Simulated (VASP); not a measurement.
# Cu2B (Fd-3m) in VASP: a series of runs, part 2 of 2

VASP 6.6.1.

**3. Band structure, PBE**

The input, POSCAR:

```
Cu2B
1.0
    0.0000000000      3.2834700000      3.2834700000
    3.2834700000      0.0000000000      3.2834700000
    3.2834700000      3.2834700000      0.0000000000
Cu B
4 2
Direct
    0.1250000000      0.1250000000      0.1250000000
    0.6250000000      0.1250000000      0.1250000000
    0.1250000000      0.1250000000      0.6250000000
    0.1250000000      0.6250000000      0.1250000000
    0.5000000000      0.5000000000      0.5000000000
    0.7500000000      0.7500000000      0.7500000000
```

The input, INCAR.step1:

```
PREC = Accurate
ENCUT = 900
EDIFF = 1E-6
ISMEAR = -1
SIGMA = 0.05
LREAL = False
LASPH = True
NELM = 100
ALGO = Fast
ISIF = 2
LWAVE = False
LCHARG = True
LMAXMIX = 4
GGA = PE
NBANDS = 46
```

The input, KPOINTS.step1:

```
regular mesh
0
Gamma
  5 5 5
```

The input, INCAR.step2:

```
PREC = Accurate
ENCUT = 900
EDIFF = 1E-6
ISMEAR = 0
SIGMA = 0.05
LREAL = False
LASPH = True
NELM = 100
ALGO = Fast
ISIF = 2
LWAVE = False
LCHARG = False
LMAXMIX = 4
GGA = PE
NBANDS = 46
ICHARG = 11
```

The input, KPOINTS.step2:

```
path GXWKGLUWLK,UX
15
line-mode
reciprocal
 0.0000000000  0.0000000000  0.0000000000  G
 0.5000000000  0.0000000000  0.5000000000  X

 0.5000000000  0.0000000000  0.5000000000  X
 0.5000000000  0.2500000000  0.7500000000  W

 0.5000000000  0.2500000000  0.7500000000  W
 0.3750000000  0.3750000000  0.7500000000  K

 0.3750000000  0.3750000000  0.7500000000  K
 0.0000000000  0.0000000000  0.0000000000  G

 0.0000000000  0.0000000000  0.0000000000  G
 0.5000000000  0.5000000000  0.5000000000  L

 0.5000000000  0.5000000000  0.5000000000  L
 0.6250000000  0.2500000000  0.6250000000  U

 0.6250000000  0.2500000000  0.6250000000  U
 0.5000000000  0.2500000000  0.7500000000  W

 0.5000000000  0.2500000000  0.7500000000  W
 0.5000000000  0.5000000000  0.5000000000  L

 0.5000000000  0.5000000000  0.5000000000  L
 0.3750000000  0.3750000000  0.7500000000  K

 0.6250000000  0.2500000000  0.6250000000  U
 0.5000000000  0.0000000000  0.5000000000  X
```

Potentials or basis: VASP PAW PBE potentials, release 64 (Cu_pv, B).

Command:

```bash
$ cat potpaw_PBE.64/Cu_pv/POTCAR potpaw_PBE.64/B/POTCAR > POTCAR
$ cp INCAR.step1 INCAR
$ cp KPOINTS.step1 KPOINTS
$ mpirun -np 1 vasp_std > vasp.out
$ cp INCAR.step2 INCAR
$ cp KPOINTS.step2 KPOINTS
$ mpirun -np 1 vasp_std > vasp.out
```

OUTCAR:

```text
PREC = Accurate
   ENCUT = 900
   EDIFF = 1E-6
   ISMEAR = 0
   LREAL = False
   LASPH = True
   NELM = 100
   ISIF = 2
   GGA = PE
   ICHARG = 11

 ion  position               nearest neighbor table
   1  0.125  0.125  0.125-   2 2.32   3 2.32   4 2.32   3 2.32   4 2.32   2 2.32
   2  0.625  0.125  0.125-   1 2.32   3 2.32   4 2.32   1 2.32   3 2.32   4 2.32
   3  0.125  0.125  0.625-   1 2.32   1 2.32   2 2.32   4 2.32   4 2.32   2 2.32
   4  0.125  0.625  0.125-   1 2.32   3 2.32   1 2.32   2 2.32   3 2.32   2 2.32
   5  0.500  0.500  0.500-
   6  0.750  0.750  0.750-

  LATTYP: Found a face centered cubic cell.
 ALAT       =     6.5669400000

  Lattice vectors:

 A1 = (   0.0000000000,   3.2834700000,   3.2834700000)
 A2 = (   3.2834700000,   0.0000000000,   3.2834700000)
 A3 = (   3.2834700000,   3.2834700000,   0.0000000000)

Analysis of symmetry for initial positions (statically):
=====================================================================
 Subroutine PRICEL returns:
 Original cell was already a primitive cell.

[... 178 lines left out ...]
 cond. band min:       5.5478783136   @ k =   0.5000   0.3929   0.6071
 fundamental gap:      0.0148071934
 Fermi energy:         5.5336623249

 k-point     1 :       0.0000    0.0000    0.0000
  band No.  band energies     occupation
      1     -64.6707      2.00000
      2     -64.4861      2.00000
      3     -64.4861      2.00000
      4     -64.4861      2.00000
      5     -64.3906      2.00000
      6     -64.3906      2.00000
[... 1165 lines left out ...]
     45      14.1554      0.00000
     46      14.1561      0.00000

 [... further k-points ...]

------------------------ aborting loop because EDIFF is reached ----------------------------------------

  FORCE on cell =-STRESS in cart. coord.  units (eV):
  Direction    XX          YY          ZZ          XY          YZ          ZX
  --------------------------------------------------------------------------------------
  -------------------------------------------------------------------------------------
  Total       -0.2380879     -0.2380879     -0.2380879      0.0000000      0.0000000     -0.0000000
  in kB       -5.3878909     -5.3878909     -5.3878909      0.0000000      0.0000000     -0.0000000
  external PRESSURE =      -5.3878909 kB  Pullay stress =       0.0000000 kB

 VOLUME and BASIS-vectors are now :
 -----------------------------------------------------------------------------
  energy-cutoff  :      900.00
  volume of cell :       70.80
      direct lattice vectors                 reciprocal lattice vectors
     0.000000000  3.283470000  3.283470000    -0.152277925  0.152277925  0.152277925
     3.283470000  0.000000000  3.283470000     0.152277925 -0.152277925  0.152277925
     3.283470000  3.283470000  0.000000000     0.152277925  0.152277925 -0.152277925

 POSITION                                       TOTAL-FORCE (eV/Angst)
 -----------------------------------------------------------------------------------
      0.82087      0.82087      0.82087        -0.000000     -0.000000     -0.000000
      0.82087      2.46260      2.46260        -0.000000     -0.000000      0.000000
      2.46260      2.46260      0.82087        -0.000000     -0.000000      0.000000
      2.46260      0.82087      2.46260        -0.000000      0.000000     -0.000000
      3.28347      3.28347      3.28347        -0.000000     -0.000000     -0.000000
      4.92521      4.92521      4.92521         0.000000      0.000000      0.000000
 -----------------------------------------------------------------------------------
    total drift:                                0.000000      0.000000      0.000000

  FREE ENERGIE OF THE ION-ELECTRON SYSTEM (eV)
  ---------------------------------------------------
  free  energy   TOTEN  =       -22.0022637616 eV

  energy  without entropy=      -22.0000928154  energy(sigma->0) =      -22.00117829
```

OSZICAR.step1:

```text
N       E                     dE             d eps       ncg     rms          rms(c)
DAV:   1     0.117824385660E+04    0.11782E+04   -0.64307E+04   952   0.323E+03
DAV:   2     0.623407595223E+02   -0.11159E+04   -0.10913E+04   920   0.836E+02
DAV:   3    -0.226181703878E+02   -0.84959E+02   -0.81304E+02   990   0.249E+02
DAV:   4    -0.255846651990E+02   -0.29665E+01   -0.29105E+01  1000   0.428E+01
DAV:   5    -0.256576229339E+02   -0.72958E-01   -0.72846E-01  1108   0.733E+00    0.233E+01
RMM:   6    -0.286660621375E+02   -0.30084E+01   -0.79053E+01  1005   0.798E+01    0.374E+01
RMM:   7    -0.217965984522E+02    0.68695E+01   -0.15771E+01   932   0.397E+01    0.848E+00
RMM:   8    -0.212546982602E+02    0.54190E+00   -0.20084E+00   934   0.121E+01    0.216E+00
RMM:   9    -0.212571633347E+02   -0.24651E-02   -0.16891E-01   951   0.257E+00    0.881E-01
RMM:  10    -0.212493854048E+02    0.77779E-02   -0.13074E-02  1012   0.947E-01    0.412E-01
RMM:  11    -0.212475985692E+02    0.17868E-02   -0.89303E-03  1003   0.778E-01    0.733E-02
RMM:  12    -0.212476781973E+02   -0.79628E-04   -0.13068E-03  1141   0.332E-01    0.546E-02
RMM:  13    -0.212476848836E+02   -0.66864E-05   -0.27767E-04  1100   0.109E-01    0.104E-02
RMM:  14    -0.212476920063E+02   -0.71226E-05   -0.80197E-05  1136   0.774E-02    0.188E-02
RMM:  15    -0.212476924343E+02   -0.42801E-06   -0.34732E-05  1005   0.432E-02    0.187E-03
RMM:  16    -0.212476939332E+02   -0.14989E-05   -0.14551E-05   951   0.190E-02    0.179E-03
RMM:  17    -0.212476940334E+02   -0.10018E-06   -0.96346E-07   558   0.730E-03
   1 F= -.21247694E+02 E0= -.21242030E+02  d E =-.113272E-01
```

It took 16 min on 1 thread of AMD EPYC 7R13 (Zen 3), shared host; peak memory 0.84 GiB.

What came out:

```
Band gap along the path : none (metal or under the smearing width)
```

Levels at the corners of the path, in eV from the Fermi level:
| point | band 33 | band 34 | band 35 | band 36 | band 37 | band 38 | band 39 | band 40 | band 41 | band 42 |
| --- | --- | --- | --- | --- | --- | --- | --- | --- | --- | --- |
| Γ | -1.12 | -1.12 | -0.79 | -0.79 | -0.79 | 1.10 | 1.19 | 1.19 | 1.19 | 1.23 |
| X | -2.03 | -2.03 | -1.52 | -1.52 | -0.71 | -0.71 | 3.74 | 3.74 | 3.94 | 3.94 |
| X | -2.03 | -2.03 | -1.52 | -1.52 | -0.71 | -0.71 | 3.74 | 3.74 | 3.94 | 3.94 |
| W | -1.80 | -1.80 | -1.75 | -1.75 | 1.08 | 1.08 | 1.24 | 1.24 | 4.35 | 4.35 |
| W | -1.80 | -1.80 | -1.75 | -1.75 | 1.08 | 1.08 | 1.24 | 1.24 | 4.35 | 4.35 |
| K | -2.01 | -1.85 | -1.74 | -1.37 | -0.67 | 0.94 | 2.15 | 2.91 | 3.27 | 4.63 |
| K | -2.01 | -1.85 | -1.74 | -1.37 | -0.67 | 0.94 | 2.15 | 2.91 | 3.27 | 4.63 |
| Γ | -1.12 | -1.12 | -0.79 | -0.79 | -0.79 | 1.10 | 1.19 | 1.19 | 1.19 | 1.23 |
| Γ | -1.12 | -1.12 | -0.79 | -0.79 | -0.79 | 1.10 | 1.19 | 1.19 | 1.19 | 1.23 |
| L | -2.02 | -1.12 | -1.05 | -0.72 | -0.72 | -0.11 | 1.70 | 1.70 | 3.06 | 4.15 |
| L | -2.02 | -1.12 | -1.05 | -0.72 | -0.72 | -0.11 | 1.70 | 1.70 | 3.06 | 4.15 |
| U | -2.01 | -1.85 | -1.74 | -1.37 | -0.67 | 0.94 | 2.15 | 2.91 | 3.27 | 4.63 |
| U | -2.01 | -1.85 | -1.74 | -1.37 | -0.67 | 0.94 | 2.15 | 2.91 | 3.27 | 4.63 |
| W | -1.80 | -1.80 | -1.75 | -1.75 | 1.08 | 1.08 | 1.24 | 1.24 | 4.35 | 4.35 |
| W | -1.80 | -1.80 | -1.75 | -1.75 | 1.08 | 1.08 | 1.24 | 1.24 | 4.35 | 4.35 |
| L | -2.02 | -1.12 | -1.05 | -0.72 | -0.72 | -0.11 | 1.70 | 1.70 | 3.06 | 4.15 |
| L | -2.02 | -1.12 | -1.05 | -0.72 | -0.72 | -0.11 | 1.70 | 1.70 | 3.06 | 4.15 |
| K | -2.01 | -1.85 | -1.74 | -1.37 | -0.67 | 0.94 | 2.15 | 2.91 | 3.27 | 4.63 |
| U | -2.01 | -1.85 | -1.74 | -1.37 | -0.67 | 0.94 | 2.15 | 2.91 | 3.27 | 4.63 |
| X | -2.03 | -2.03 | -1.52 | -1.52 | -0.71 | -0.71 | 3.74 | 3.74 | 3.94 | 3.94 |

Caveat: the log is that of the step along the path at fixed density, whose energy, stress, charges and moments have no meaning.

**4. Band structure, PBE**

POSCAR is that of step 3.

Changes to INCAR.step1 since step 3:

```diff
@@ -14,2 +14,2 @@
 GGA = PE
-NBANDS = 46
+NBANDS = 34
```

KPOINTS.step1 is that of step 3.

Changes to INCAR.step2 since step 3:

```diff
@@ -14,3 +14,3 @@
 GGA = PE
-NBANDS = 46
+NBANDS = 34
 ICHARG = 11
```

KPOINTS.step2 is that of step 3.

Potentials or basis: VASP PAW PBE potentials, release 64 (Cu_GW, B_GW).

Command:

```bash
$ cat potpaw_PBE.64/Cu_GW/POTCAR potpaw_PBE.64/B_GW/POTCAR > POTCAR
$ cp INCAR.step1 INCAR
$ cp KPOINTS.step1 KPOINTS
$ mpirun -np 1 vasp_std > vasp.out
$ cp INCAR.step2 INCAR
$ cp KPOINTS.step2 KPOINTS
$ mpirun -np 1 vasp_std > vasp.out
```

Wall time 26 min (1 thread of AMD EPYC 7R13 (Zen 3), shared host); peak memory 0.77 GiB.

It converged, with:

- Band gap along the path: none (metal or under the smearing width)

Levels at the corners of the path, in eV from the Fermi level:
```
point  band 21  band 22  band 23  band 24  band 25  band 26  band 27  band 28  band 29  band 30
    Γ    -1.15    -1.15    -0.79    -0.79    -0.79     1.09     1.18     1.18     1.18     1.24
    X    -2.05    -2.05    -1.53    -1.53    -0.73    -0.73     3.73     3.73     3.94     3.94
    X    -2.05    -2.05    -1.53    -1.53    -0.73    -0.73     3.73     3.73     3.94     3.94
    W    -1.82    -1.82    -1.77    -1.77     1.08     1.08     1.24     1.24     4.35     4.35
    W    -1.82    -1.82    -1.77    -1.77     1.08     1.08     1.24     1.24     4.35     4.35
    K    -2.03    -1.88    -1.76    -1.38    -0.69     0.93     2.15     2.91     3.27     4.63
    K    -2.03    -1.88    -1.76    -1.38    -0.69     0.93     2.15     2.91     3.27     4.63
    Γ    -1.15    -1.15    -0.79    -0.79    -0.79     1.09     1.18     1.18     1.18     1.24
    Γ    -1.15    -1.15    -0.79    -0.79    -0.79     1.09     1.18     1.18     1.18     1.24
    L    -2.04    -1.15    -1.06    -0.72    -0.72    -0.11     1.70     1.70     3.06     4.14
    L    -2.04    -1.15    -1.06    -0.72    -0.72    -0.11     1.70     1.70     3.06     4.14
    U    -2.03    -1.88    -1.76    -1.38    -0.69     0.93     2.15     2.91     3.27     4.63
    U    -2.03    -1.88    -1.76    -1.38    -0.69     0.93     2.15     2.91     3.27     4.63
    W    -1.82    -1.82    -1.77    -1.77     1.08     1.08     1.24     1.24     4.35     4.35
    W    -1.82    -1.82    -1.77    -1.77     1.08     1.08     1.24     1.24     4.35     4.35
    L    -2.04    -1.15    -1.06    -0.72    -0.72    -0.11     1.70     1.70     3.06     4.14
    L    -2.04    -1.15    -1.06    -0.72    -0.72    -0.11     1.70     1.70     3.06     4.14
    K    -2.03    -1.88    -1.76    -1.38    -0.69     0.93     2.15     2.91     3.27     4.63
    U    -2.03    -1.88    -1.76    -1.38    -0.69     0.93     2.15     2.91     3.27     4.63
    X    -2.05    -2.05    -1.53    -1.53    -0.73    -0.73     3.73     3.73     3.94     3.94
```

Caveat: the log is that of the step along the path at fixed density, whose energy, stress, charges and moments have no meaning.

**5. Band structure, PBE**

POSCAR is that of step 4.

INCAR.step1 is that of step 4.

KPOINTS.step1 is that of step 4.

INCAR.step2 is that of step 4.

KPOINTS.step2 is that of step 4.

Potentials or basis: VASP PAW PBE potentials, release 64 (Cu, B_h).

Command:

```bash
$ cat potpaw_PBE.64/Cu/POTCAR potpaw_PBE.64/B_h/POTCAR > POTCAR
$ cp INCAR.step1 INCAR
$ cp KPOINTS.step1 KPOINTS
$ mpirun -np 1 vasp_std > vasp.out
$ cp INCAR.step2 INCAR
$ cp KPOINTS.step2 KPOINTS
$ mpirun -np 1 vasp_std > vasp.out
```

Wall time 19 min (1 thread of AMD EPYC 7R13 (Zen 3), shared host); peak memory 0.72 GiB.

Results (log left out):

```
Band gap along the path : none (metal or under the smearing width)
```

Levels at the corners of the path, in eV from the Fermi level:
| point | band 21 | band 22 | band 23 | band 24 | band 25 | band 26 | band 27 | band 28 | band 29 | band 30 |
| --- | --- | --- | --- | --- | --- | --- | --- | --- | --- | --- |
| Γ | -1.17 | -1.17 | -0.79 | -0.79 | -0.79 | 1.09 | 1.17 | 1.17 | 1.17 | 1.25 |
| X | -2.07 | -2.07 | -1.54 | -1.54 | -0.75 | -0.75 | 3.73 | 3.73 | 3.93 | 3.93 |
| X | -2.07 | -2.07 | -1.54 | -1.54 | -0.75 | -0.75 | 3.73 | 3.73 | 3.93 | 3.93 |
| W | -1.83 | -1.83 | -1.79 | -1.79 | 1.07 | 1.07 | 1.23 | 1.23 | 4.34 | 4.34 |
| W | -1.83 | -1.83 | -1.79 | -1.79 | 1.07 | 1.07 | 1.23 | 1.23 | 4.34 | 4.34 |
| K | -2.05 | -1.89 | -1.78 | -1.39 | -0.71 | 0.93 | 2.14 | 2.91 | 3.26 | 4.63 |
| K | -2.05 | -1.89 | -1.78 | -1.39 | -0.71 | 0.93 | 2.14 | 2.91 | 3.26 | 4.63 |
| Γ | -1.17 | -1.17 | -0.79 | -0.79 | -0.79 | 1.09 | 1.17 | 1.17 | 1.17 | 1.25 |
| Γ | -1.17 | -1.17 | -0.79 | -0.79 | -0.79 | 1.09 | 1.17 | 1.17 | 1.17 | 1.25 |
| L | -2.06 | -1.17 | -1.07 | -0.74 | -0.74 | -0.11 | 1.69 | 1.69 | 3.06 | 4.14 |
| L | -2.06 | -1.17 | -1.07 | -0.74 | -0.74 | -0.11 | 1.69 | 1.69 | 3.06 | 4.14 |
| U | -2.05 | -1.89 | -1.78 | -1.39 | -0.71 | 0.93 | 2.14 | 2.91 | 3.26 | 4.63 |
| U | -2.05 | -1.89 | -1.78 | -1.39 | -0.71 | 0.93 | 2.14 | 2.91 | 3.26 | 4.63 |
| W | -1.83 | -1.83 | -1.79 | -1.79 | 1.07 | 1.07 | 1.23 | 1.23 | 4.34 | 4.34 |
| W | -1.83 | -1.83 | -1.79 | -1.79 | 1.07 | 1.07 | 1.23 | 1.23 | 4.34 | 4.34 |
| L | -2.06 | -1.17 | -1.07 | -0.74 | -0.74 | -0.11 | 1.69 | 1.69 | 3.06 | 4.14 |
| L | -2.06 | -1.17 | -1.07 | -0.74 | -0.74 | -0.11 | 1.69 | 1.69 | 3.06 | 4.14 |
| K | -2.05 | -1.89 | -1.78 | -1.39 | -0.71 | 0.93 | 2.14 | 2.91 | 3.26 | 4.63 |
| U | -2.05 | -1.89 | -1.78 | -1.39 | -0.71 | 0.93 | 2.14 | 2.91 | 3.26 | 4.63 |
| X | -2.07 | -2.07 | -1.54 | -1.54 | -0.75 | -0.75 | 3.73 | 3.73 | 3.93 | 3.93 |

Caveat: the log is that of the step along the path at fixed density, whose energy, stress, charges and moments have no meaning.

**6. The reference run**

An earlier run on the cell as given: functional PBE; potentials or basis VASP PAW PBE potentials, release 64 (Cu, B); cutoff 520 eV; k mesh 7 × 7 × 7; occupations fermi-dirac, width 0.05 eV; no spin polarisation.

- Pressure: 0.4 GPa
- Band gap on the k mesh: none (metal or under the smearing width)
